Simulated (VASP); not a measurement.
All values below come from PBE GGA, VASP's PBE PAW potentials (set 64) (plane waves; VASP).

The input files of a VASP run:

**POSCAR**
```
PbSe
4.4140430
  0.0000000000   0.7071068406   0.7071068406
  0.7071068406   0.0000000000   0.7071068406
  0.7071068406   0.7071068406   0.0000000000
Pb Se
1 1
direct
  0.0000000000   0.0000000000   0.0000000000
  0.5000000000   0.5000000000   0.5000000000
```

### INCAR
```
SYSTEM = PbSe
PREC = Accurate
ENCUT = 400
EDIFF = 1E-6
NELM = 100
ALGO = Normal
LREAL = .FALSE.
LASPH = .TRUE.
ISMEAR = 0
SIGMA = 0.05
GGA = PE
LMAXMIX = 4
LWAVE = .FALSE.
LCHARG = .FALSE.
ISIF = 2
AMIX = 1.0
BMIX = 0.0001
IMIX = 1
```

**KPOINTS**
```
Automatic
0
gamma
  7 7 7
0 0 0
```

POTCAR, in this order: Pb_d Se (PBE.64 set). Program: vasp_std.

Output

OSZICAR:
```
...
DAV:  12    -0.321813079741E+03   -0.21866E+03   -0.33806E+03   772   0.117E+03    0.566E+01
DAV:  13    -0.508974119881E+03   -0.18716E+03   -0.77628E+03   864   0.686E+02    0.123E+02
DAV:  14    -0.138178449961E+04   -0.87281E+03   -0.22875E+04   932   0.571E+02    0.143E+02
DAV:  15    -0.950585649267E+03    0.43120E+03   -0.15753E+04   848   0.722E+02    0.159E+02
DAV:  16    -0.127742092605E+04   -0.32684E+03   -0.22126E+04   940   0.469E+02    0.169E+02
DAV:  17    -0.981602227136E+03    0.29582E+03   -0.16037E+04   824   0.698E+02    0.184E+02
DAV:  18    -0.125555552907E+04   -0.27395E+03   -0.21804E+04   948   0.492E+02    0.184E+02
DAV:  19    -0.987732280292E+03    0.26782E+03   -0.16240E+04   824   0.696E+02    0.185E+02
DAV:  20    -0.124270955524E+04   -0.25498E+03   -0.21656E+04   960   0.496E+02    0.187E+02
DAV:  21    -0.985488506716E+03    0.25722E+03   -0.16224E+04   800   0.688E+02    0.185E+02
DAV:  22    -0.124016871509E+04   -0.25468E+03   -0.21696E+04   954   0.510E+02    0.185E+02
DAV:  23    -0.986862136640E+03    0.25331E+03   -0.16218E+04   808   0.681E+02    0.189E+02
DAV:  24    -0.123124488193E+04   -0.24438E+03   -0.21542E+04   954   0.500E+02    0.190E+02
DAV:  25    -0.969438301079E+03    0.26181E+03   -0.15954E+04   808   0.688E+02    0.188E+02
DAV:  26    -0.124405539981E+04   -0.27462E+03   -0.21689E+04   960   0.512E+02    0.189E+02
DAV:  27    -0.992664565252E+03    0.25139E+03   -0.16240E+04   800   0.685E+02    0.187E+02
DAV:  28    -0.124998405494E+04   -0.25732E+03   -0.21877E+04   960   0.498E+02    0.188E+02
DAV:  29    -0.994679818263E+03    0.25530E+03   -0.16259E+04   800   0.688E+02    0.192E+02
DAV:  30    -0.123034305746E+04   -0.23566E+03   -0.21586E+04   960   0.499E+02    0.191E+02
DAV:  31    -0.982588361103E+03    0.24775E+03   -0.16144E+04   800   0.692E+02    0.180E+02
DAV:  32    -0.123203216065E+04   -0.24944E+03   -0.21592E+04   960   0.510E+02    0.180E+02
DAV:  33    -0.975514623055E+03    0.25652E+03   -0.16022E+04   800   0.687E+02    0.191E+02
DAV:  34    -0.124026033681E+04   -0.26475E+03   -0.21677E+04   960   0.520E+02    0.192E+02
DAV:  35    -0.991352057163E+03    0.24891E+03   -0.16222E+04   808   0.690E+02    0.190E+02
DAV:  36    -0.124563746355E+04   -0.25429E+03   -0.21751E+04   960   0.503E+02    0.191E+02
DAV:  37    -0.999751144946E+03    0.24589E+03   -0.16372E+04   800   0.696E+02    0.187E+02
DAV:  38    -0.123497923053E+04   -0.23523E+03   -0.21574E+04   960   0.489E+02    0.187E+02
DAV:  39    -0.101018805889E+04    0.22479E+03   -0.16503E+04   800   0.688E+02    0.195E+02
DAV:  40    -0.124030899638E+04   -0.23012E+03   -0.21710E+04   960   0.502E+02    0.194E+02
DAV:  41    -0.975116345125E+03    0.26519E+03   -0.16045E+04   800   0.682E+02    0.179E+02
DAV:  42    -0.124362372829E+04   -0.26851E+03   -0.21732E+04   960   0.512E+02    0.180E+02
DAV:  43    -0.998583080699E+03    0.24504E+03   -0.16373E+04   800   0.677E+02    0.183E+02
DAV:  44    -0.123577816175E+04   -0.23720E+03   -0.21588E+04   960   0.496E+02    0.184E+02
DAV:  45    -0.991503073417E+03    0.24428E+03   -0.16212E+04   808   0.690E+02    0.178E+02
DAV:  46    -0.123990295273E+04   -0.24840E+03   -0.21693E+04   960   0.492E+02    0.178E+02
DAV:  47    -0.967013230439E+03    0.27289E+03   -0.15982E+04   800   0.689E+02    0.189E+02
DAV:  48    -0.123330002748E+04   -0.26629E+03   -0.21562E+04   960   0.504E+02    0.190E+02
DAV:  49    -0.999896819911E+03    0.23340E+03   -0.16358E+04   800   0.688E+02    0.185E+02
DAV:  50    -0.123595950253E+04   -0.23606E+03   -0.21728E+04   960   0.497E+02    0.185E+02
DAV:  51    -0.983624709193E+03    0.25233E+03   -0.16144E+04   800   0.694E+02    0.180E+02
DAV:  52    -0.123742523731E+04   -0.25380E+03   -0.21636E+04   948   0.501E+02    0.180E+02
DAV:  53    -0.991132184056E+03    0.24629E+03   -0.16220E+04   816   0.687E+02    0.190E+02
DAV:  54    -0.123922935328E+04   -0.24810E+03   -0.21641E+04   954   0.503E+02    0.190E+02
DAV:  55    -0.990416425107E+03    0.24881E+03   -0.16219E+04   808   0.695E+02    0.198E+02
DAV:  56    -0.123343916762E+04   -0.24302E+03   -0.21682E+04   954   0.507E+02    0.198E+02
DAV:  57    -0.974917052509E+03    0.25852E+03   -0.16019E+04   824   0.689E+02    0.191E+02
DAV:  58    -0.124576194180E+04   -0.27084E+03   -0.21715E+04   954   0.497E+02    0.192E+02
DAV:  59    -0.982360059704E+03    0.26340E+03   -0.16071E+04   808   0.689E+02    0.193E+02
DAV:  60    -0.123915337566E+04   -0.25679E+03   -0.21604E+04   960   0.521E+02    0.193E+02
DAV:  61    -0.982645815019E+03    0.25651E+03   -0.16194E+04   800   0.687E+02    0.185E+02
DAV:  62    -0.123110226883E+04   -0.24846E+03   -0.21604E+04   960   0.511E+02    0.185E+02
DAV:  63    -0.979961751211E+03    0.25114E+03   -0.16039E+04   800   0.686E+02    0.188E+02
DAV:  64    -0.123881274514E+04   -0.25885E+03   -0.21673E+04   960   0.504E+02    0.188E+02
DAV:  65    -0.975697248113E+03    0.26312E+03   -0.16138E+04   808   0.698E+02    0.182E+02
DAV:  66    -0.122702757467E+04   -0.25133E+03   -0.21514E+04   960   0.516E+02    0.182E+02
DAV:  67    -0.974696301700E+03    0.25233E+03   -0.16030E+04   800   0.685E+02    0.184E+02
DAV:  68    -0.122379725419E+04   -0.24910E+03   -0.21554E+04   960   0.514E+02    0.184E+02
DAV:  69    -0.960063712479E+03    0.26373E+03   -0.15794E+04   800   0.687E+02    0.184E+02
DAV:  70    -0.122341907811E+04   -0.26336E+03   -0.21518E+04   948   0.510E+02    0.182E+02
DAV:  71    -0.961172713967E+03    0.26225E+03   -0.15779E+04   824   0.691E+02    0.194E+02
DAV:  72    -0.125258133964E+04   -0.29141E+03   -0.21901E+04   952   0.504E+02    0.195E+02
DAV:  73    -0.963210972308E+03    0.28937E+03   -0.15905E+04   808   0.682E+02    0.184E+02
DAV:  74    -0.123853692507E+04   -0.27533E+03   -0.21750E+04   954   0.515E+02    0.185E+02
DAV:  75    -0.983021991645E+03    0.25551E+03   -0.16129E+04   808   0.685E+02    0.192E+02
DAV:  76    -0.123576656207E+04   -0.25274E+03   -0.21632E+04   954   0.507E+02    0.191E+02
DAV:  77    -0.982580326232E+03    0.25319E+03   -0.16093E+04   808   0.692E+02    0.193E+02
DAV:  78    -0.123947346101E+04   -0.25689E+03   -0.21727E+04   960   0.496E+02    0.192E+02
DAV:  79    -0.980163988253E+03    0.25931E+03   -0.16081E+04   800   0.692E+02    0.186E+02
DAV:  80    -0.123747049250E+04   -0.25731E+03   -0.21642E+04   960   0.497E+02    0.188E+02
DAV:  81    -0.978576695896E+03    0.25889E+03   -0.16135E+04   800   0.686E+02    0.188E+02
DAV:  82    -0.122273886272E+04   -0.24416E+03   -0.21519E+04   954   0.506E+02    0.187E+02
DAV:  83    -0.958876239975E+03    0.26386E+03   -0.15790E+04   808   0.692E+02    0.185E+02
DAV:  84    -0.124391905954E+04   -0.28504E+03   -0.21651E+04   960   0.507E+02    0.186E+02
DAV:  85    -0.988371669829E+03    0.25555E+03   -0.16283E+04   800   0.697E+02    0.193E+02
DAV:  86    -0.122472742121E+04   -0.23636E+03   -0.21517E+04   960   0.516E+02    0.192E+02
DAV:  87    -0.984871665229E+03    0.23986E+03   -0.16155E+04   800   0.691E+02    0.189E+02
DAV:  88    -0.123147596687E+04   -0.24660E+03   -0.21610E+04   954   0.505E+02    0.189E+02
DAV:  89    -0.983596035425E+03    0.24788E+03   -0.16134E+04   808   0.686E+02    0.183E+02
DAV:  90    -0.123327933189E+04   -0.24968E+03   -0.21588E+04   960   0.511E+02    0.183E+02
DAV:  91    -0.982157842225E+03    0.25112E+03   -0.16140E+04   800   0.684E+02    0.184E+02
DAV:  92    -0.123932235745E+04   -0.25716E+03   -0.21686E+04   960   0.506E+02    0.184E+02
DAV:  93    -0.975844113663E+03    0.26348E+03   -0.16109E+04   808   0.686E+02    0.187E+02
DAV:  94    -0.123937134788E+04   -0.26353E+03   -0.21669E+04   954   0.495E+02    0.188E+02
DAV:  95    -0.100382055429E+04    0.23555E+03   -0.16397E+04   808   0.692E+02    0.188E+02
DAV:  96    -0.124866927880E+04   -0.24485E+03   -0.21755E+04   960   0.502E+02    0.187E+02
DAV:  97    -0.988186487006E+03    0.26048E+03   -0.16256E+04   800   0.694E+02    0.190E+02
DAV:  98    -0.123130214842E+04   -0.24312E+03   -0.21539E+04   954   0.516E+02    0.190E+02
DAV:  99    -0.994761455158E+03    0.23654E+03   -0.16295E+04   808   0.690E+02    0.188E+02
DAV: 100    -0.123003650566E+04   -0.23528E+03   -0.21608E+04   946   0.508E+02
   1 F= -.12300365E+04 E0= -.12300365E+04  d E =-.323019E-17
```

**OUTCAR**
```
------------------------ aborting loop EDIFF was not reached (unconverged)  ----------------------------
  FORCE on cell =-STRESS in cart. coord.  units (eV):
  Direction    XX          YY          ZZ          XY          YZ          ZX
  --------------------------------------------------------------------------------------
  Total     1120.5481295   1120.5481295   1120.5481295      0.0000000      0.0000000     -0.0000000
  in kB    29522.0361006  29522.0361006  29522.0361006      0.0000000      0.0000000     -0.0000000
  external PRESSURE =   29522.0361006 kB  Pullay stress =       0.0000000 kB
  volume of cell :       60.81
      direct lattice vectors                 reciprocal lattice vectors
     0.000000000  3.121200000  3.121200000    -0.160194797  0.160194797  0.160194797
     3.121200000  0.000000000  3.121200000     0.160194797 -0.160194797  0.160194797
     3.121200000  3.121200000  0.000000000     0.160194797  0.160194797 -0.160194797
  FREE ENERGIE OF THE ION-ELECTRON SYSTEM (eV)
  ---------------------------------------------------
  free  energy   TOTEN  =     -1230.0365056570 eV

  energy  without entropy=    -1230.0365056570  energy(sigma->0) =    -1230.03650566
```
(Selected blocks of OUTCAR.)

### stdout
```
...
DAV:  81    -0.978576695896E+03    0.25889E+03   -0.16135E+04   800   0.686E+02    0.188E+02
DAV:  82    -0.122273886272E+04   -0.24416E+03   -0.21519E+04   954   0.506E+02    0.187E+02
DAV:  83    -0.958876239975E+03    0.26386E+03   -0.15790E+04   808   0.692E+02    0.185E+02
DAV:  84    -0.124391905954E+04   -0.28504E+03   -0.21651E+04   960   0.507E+02    0.186E+02
DAV:  85    -0.988371669829E+03    0.25555E+03   -0.16283E+04   800   0.697E+02    0.193E+02
DAV:  86    -0.122472742121E+04   -0.23636E+03   -0.21517E+04   960   0.516E+02    0.192E+02
DAV:  87    -0.984871665229E+03    0.23986E+03   -0.16155E+04   800   0.691E+02    0.189E+02
DAV:  88    -0.123147596687E+04   -0.24660E+03   -0.21610E+04   954   0.505E+02    0.189E+02
DAV:  89    -0.983596035425E+03    0.24788E+03   -0.16134E+04   808   0.686E+02    0.183E+02
DAV:  90    -0.123327933189E+04   -0.24968E+03   -0.21588E+04   960   0.511E+02    0.183E+02
DAV:  91    -0.982157842225E+03    0.25112E+03   -0.16140E+04   800   0.684E+02    0.184E+02
DAV:  92    -0.123932235745E+04   -0.25716E+03   -0.21686E+04   960   0.506E+02    0.184E+02
DAV:  93    -0.975844113663E+03    0.26348E+03   -0.16109E+04   808   0.686E+02    0.187E+02
DAV:  94    -0.123937134788E+04   -0.26353E+03   -0.21669E+04   954   0.495E+02    0.188E+02
DAV:  95    -0.100382055429E+04    0.23555E+03   -0.16397E+04   808   0.692E+02    0.188E+02
DAV:  96    -0.124866927880E+04   -0.24485E+03   -0.21755E+04   960   0.502E+02    0.187E+02
DAV:  97    -0.988186487006E+03    0.26048E+03   -0.16256E+04   800   0.694E+02    0.190E+02
DAV:  98    -0.123130214842E+04   -0.24312E+03   -0.21539E+04   954   0.516E+02    0.190E+02
DAV:  99    -0.994761455158E+03    0.23654E+03   -0.16295E+04   808   0.690E+02    0.188E+02
DAV: 100    -0.123003650566E+04   -0.23528E+03   -0.21608E+04   946   0.508E+02

 -----------------------------------------------------------------------------
|                                                                             |
|           W    W    AA    RRRRR   N    N  II  N    N   GGGG   !!!           |
|           W    W   A  A   R    R  NN   N  II  NN   N  G    G  !!!           |
|           W    W  A    A  R    R  N N  N  II  N N  N  G       !!!           |
|           W WW W  AAAAAA  RRRRR   N  N N  II  N  N N  G  GGG   !            |
|           WW  WW  A    A  R   R   N   NN  II  N   NN  G    G                |
|           W    W  A    A  R    R  N    N  II  N    N   GGGG   !!!           |
|                                                                             |
|     The electronic self-consistency was not achieved in the given           |
|     number of steps (NELM). The forces and other quantities evaluated       |
|     might not be reliable so examine the results carefully. If you find     |
|     spurious results, we suggest increasing NELM, if you were close to      |
|     convergence or switching to a different ALGO or adjusting the           |
|     density mixing parameters otherwise.                                    |
|                                                                             |
 -----------------------------------------------------------------------------

   1 F= -.12300365E+04 E0= -.12300365E+04  d E =-.323019E-17
```

Convergence was not reached.

The compound is PbSe in the rock salt structure. The cell was not relaxed at this level. The run is one of a series of settings (AMIX = 1.0, BMIX = 0.0001, IMIX = 1 against the base run), some of them coarse on purpose.
